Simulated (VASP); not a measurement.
Here is the system:

```
BeTe
1.0
    0.00000     2.82053     2.82053
    2.82053     0.00000     2.82053
    2.82053     2.82053     0.00000
Be Te
1 1
Direct
  0.00000   0.00000   0.00000
  0.25000   0.25000   0.25000
```

All values below come from SCAN meta-GGA, VASP's PBE PAW potentials (set 64) (plane waves; VASP). Settings: 400 eV cut-off, 9×9×9 Γ-centred mesh, tetrahedra with Blöchl corrections, potentials Be Te.

Unless said otherwise, spin-orbit coupling is left out, though it shifts the bands of the heavy elements here.

Predict the energy per atom (σ→0), band gap (over mesh and band path) with the smallest direct gap where there is one.

| Property | Value |
|---|---|
| band gap (over mesh and band path) | 2.25 eV |
| smallest direct gap (over mesh and band path) | 3.99 eV |
| energy per atom (σ→0) | -21.249 eV/atom |

Only differences to runs with the same potentials and settings are physical.

The structure comes from a measured BeTe entry (F-43m) of the Crystallography Open Database, whose conditions weren't checked. It was relaxed first, which changed the volume by +6 %.
